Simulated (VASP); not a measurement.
Write the native input for VASP 6.6.1 that does the following.

- Task: single point
- Functional: r2SCAN
- Potentials or basis: VASP PAW PBE potentials, release 64 (As, F)
- Cutoff: 520 eV
- k mesh: 8 × 8 × 8
- Occupations: fermi-dirac, width 0.1 eV
- Spin: no spin polarisation
- Dipole correction: no
- Further INCAR settings: ALGO = Normal; EDIFF = 1e-06; NBANDS = 19

The system is As3F.

```
As F
1.0
     4.01942    0.00000    0.00000
     0.00000    4.01942    0.00000
     0.00000    0.00000    4.01942
As F
3 1
Direct
  0.00000 0.50000 0.50000
  0.50000 0.00000 0.50000
  0.50000 0.50000 0.00000
  0.00000 0.00000 0.00000
```

The cell was built by a generator and needn't be a form met in nature.

One way to write it, as run:

POSCAR

```
As3F
1.0
    4.0194198340      0.0000000000      0.0000000000
    0.0000000000      4.0194198340      0.0000000000
    0.0000000000      0.0000000000      4.0194198340
As F
3 1
Direct
    0.0000000000      0.5000000000      0.5000000000
    0.5000000000      0.0000000000      0.5000000000
    0.5000000000      0.5000000000      0.0000000000
    0.0000000000      0.0000000000      0.0000000000
```

INCAR.step1

```
SYSTEM = As3F
PREC = Accurate
ENCUT = 520
ISMEAR = -1
SIGMA = 0.1
LREAL = .False.
LASPH = .True.
NELM = 80
NBANDS = 19
GGA = PE
ALGO = Normal
EDIFF = 1E-4
LWAVE = .True.
LCHARG = .False.
```

INCAR.step2

```
SYSTEM = As3F
PREC = Accurate
ENCUT = 520
EDIFF = 1E-6
ISMEAR = -1
SIGMA = 0.1
LREAL = .False.
LASPH = .True.
NELM = 80
ALGO = Normal
ISIF = 2
LWAVE = .False.
LCHARG = .False.
METAGGA = R2SCAN
LMIXTAU = .True.
NBANDS = 19
ISTART = 1
```

KPOINTS

```
Automatic mesh
0
Gamma
  8 8 8
  0 0 0
```

Potentials or basis: VASP PAW PBE potentials, release 64 (As, F).

Launch:

```sh
$ cat potpaw_PBE.64/As/POTCAR potpaw_PBE.64/F/POTCAR > POTCAR
$ cp INCAR.step1 INCAR
$ mpirun -np 1 vasp_std > vasp.out
$ cp INCAR.step2 INCAR
$ mpirun -np 1 vasp_std > vasp.out
```

Results of the run:

```
Pressure               : -0.2 GPa
Band gap on the k mesh : none (metal or under the smearing width)
```

Caveat: the PAW data sets were made with another functional, which shifts forces and pressure a little.

It took 79 s on 1 thread of AMD EPYC 9R45 96-Core Processor (Zen 5), on a shared host, peak memory 0.16 GiB.
